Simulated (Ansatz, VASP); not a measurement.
**One calculation of YAl2N3, two programs**

The input INCAR:

```
ALGO = Normal
EDIFF = 1E-6
ENCUT = 520
GGA = PE
ISIF = 2
ISMEAR = 0
LASPH = T
LCHARG = F
LREAL = F
LWAVE = F
NBANDS = 25
NELM = 80
PREC = Accurate
SIGMA = 0.1
```

KPOINTS

```
k-points
0
Gamma
  4 4 4
```

POSCAR

```
YAl2N3
1.0
    6.4276332400      0.0000000000      0.0000000000
    0.0000000000      2.4495525000      3.3615438400
    0.0000000000     -2.4495525000      3.3615438400
Y Al N
1 2 3
Direct
    0.0000000000      0.0678674200      0.0678674200
    0.2966840800      0.5609070500      0.5609070500
    0.7033159200      0.5609070500      0.5609070500
    0.5000000000      0.1510784700      0.5306206400
    0.5000000000      0.5306206400      0.1510784700
    0.0000000000      0.6974233900      0.6974233900
```

Input for Ansatz:

```yaml
crystal:
  lattice:
    - [6.42763324, 0.0, 0.0]
    - [0.0, 2.4495525, 3.36154384]
    - [0.0, -2.4495525, 3.36154384]
  atoms:
    - { symbol: "Y", position: [0.0, 0.06786742, 0.06786742] }
    - { symbol: Al, position: [0.29668408, 0.56090705, 0.56090705] }
    - { symbol: Al, position: [0.70331592, 0.56090705, 0.56090705] }
    - { symbol: "N", position: [0.5, 0.15107847, 0.53062064] }
    - { symbol: "N", position: [0.5, 0.53062064, 0.15107847] }
    - { symbol: "N", position: [0.0, 0.69742339, 0.69742339] }
basis:
  ecutwfc: 420
kpoints:
  mp_grid: { grid: [4, 4, 4] }
hamiltonian:
  xc: pbe
scf:
  occupations: { method: gaussian, width: 0.1 }
  lower_state_search: "off"
output:
  forces: true
  stress: true
  eigenvalues: true
```

Alike in both runs: task single point; functional PBE; k mesh 4 × 4 × 4; occupations gaussian, width 0.1 eV; no spin polarisation.

|  | VASP | Ansatz |
| --- | --- | --- |
| version | VASP 6.6.1 | Ansatz 0.2.0 |
| potentials or method | VASP PAW PBE potentials, release 64 (Y_sv, Al, N) | scalar-relativistic, plane waves, PAW |
| plane-wave cutoff (eV) | 520 | 420 |
| valence electrons in the cell | 32 | 32 |

Ansatz gave:

| Item | Value |
| --- | --- |
| gap on the k mesh at the Fermi level (eV) | none |
| pressure (GPa) | -17.2 |
| largest component of the traceless stress (GPa) | 6.90 |
| rms of the force components (eV/Å) | 0.661 |

Problem. What did VASP give for the same quantities?

Solution. gap on the k mesh at the Fermi level (eV): none; pressure (GPa): -17.2; largest component of the traceless stress (GPa): 6.89; rms of the force components (eV/Å): 0.655.

Atom by atom the forces differ by 0.008 eV/Å (rms over components). A gap of «none» marks a metal or a gap that the smearing closes.

Caveats: the k mesh is coarse (spacing up to 0.40 Å⁻¹), so the values aren't converged; so large a pressure means that the cell lies far from this level's equilibrium, or that cutoff or potentials fall short (VASP); forces of over 1 eV/Å show positions far from the minimum, so gaps and moduli don't describe the material at rest.
